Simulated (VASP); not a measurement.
An input for Ansatz (written as the equivalent of a VASP run, and not itself run):

Ansatz 0.2 input:
```yaml
crystal:
  lattice:
    - [4.5528305, -2.3870392, -0.0010807]
    - [4.5528305, 2.3870392, -0.0010807]
    - [3.3022466, 0.0000000, 3.9397194]
  atoms:
    - { symbol: Al, position: [0.8520019, 0.8520019, 0.8520019] }
    - { symbol: Al, position: [0.3520019, 0.3520019, 0.3520019] }
    - { symbol: Al, position: [0.1479981, 0.1479981, 0.1479981] }
    - { symbol: Al, position: [0.6479981, 0.6479981, 0.6479981] }
    - { symbol: O, position: [0.4440512, 0.0559488, 0.7500000] }
    - { symbol: O, position: [0.0559488, 0.7500000, 0.4440512] }
    - { symbol: O, position: [0.5559488, 0.9440512, 0.2500000] }
    - { symbol: O, position: [0.2500000, 0.5559488, 0.9440512] }
    - { symbol: O, position: [0.9440512, 0.2500000, 0.5559488] }
    - { symbol: O, position: [0.7500000, 0.4440512, 0.0559488] }
kpoints:
  mp_grid: { grid: [5, 5, 5] }
hamiltonian:
  xc: r2scan
  pseudopotentials: { kind: paw }
scf:
  occupations: { method: gaussian, width: 0.05 }
  max_iter: 100
relax:
  max_steps: 60
  f_tol: 0.02
  cell: {}
output: { forces: true, stress: true, eigenvalues: true }
```

Task: Write the VASP files for the same calculation (r2SCAN).

Result: Several could match; the one computed here: 
KPOINTS:
```
K-points
0
gamma
  5 5 5
0 0 0
```

**INCAR**
```
# general
SYSTEM  = Al2O3
PREC    = Accurate
ENCUT   = 520   # plane-wave cut-off (eV)
LREAL   = .FALSE.   # projection in real space or not
LASPH   = .TRUE.   # aspherical one-centre terms

# electronic loop
EDIFF   = 1E-6
NELM    = 100   # most electronic steps
ALGO    = Normal   # blocked Davidson
LMIXTAU = .TRUE.

# smearing
ISMEAR  = 0   # Gaussian
SIGMA   = 0.05

# functional
METAGGA = R2SCAN

# ions
IBRION  = 2   # conjugate gradients
NSW     = 60
ISIF    = 3   # ions, shape and volume
EDIFFG  = -0.02   # ionic stop

# output
LWAVE   = .FALSE.
LCHARG  = .FALSE.
```

### POSCAR
```
Al2O3
1
    4.5528304563    -2.3870392076    -0.0010807279
    4.5528304563     2.3870392076    -0.0010807279
    3.3022465745    -0.0000000000     3.9397194076
Al O
4 6
Direct
  0.8520018996   0.8520018996   0.8520018996
  0.3520018996   0.3520018996   0.3520018996
  0.1479981004   0.1479981004   0.1479981004
  0.6479981004   0.6479981004   0.6479981004
  0.4440511700   0.0559488300   0.7500000000
  0.0559488300   0.7500000000   0.4440511700
  0.5559488300   0.9440511700   0.2500000000
  0.2500000000   0.5559488300   0.9440511700
  0.9440511700   0.2500000000   0.5559488300
  0.7500000000   0.4440511700   0.0559488300
```

POTCAR, in this order: Al O (PBE.64 set). Program: vasp_std.

What does not carry over: each code has its own PAW files, so the cut-off isn't converted (ENCUT is set for VASP's; basis.ecutwfc is left out, and Ansatz then takes the one that its files recommend); Ansatz stops its SCF on the density residual and VASP on the energy change (EDIFF).

The compound is Al2O3 in the corundum structure. This run relaxes it. Symmetry was kept, so distortions that lower it aren't found. The start is the result of an earlier pass.
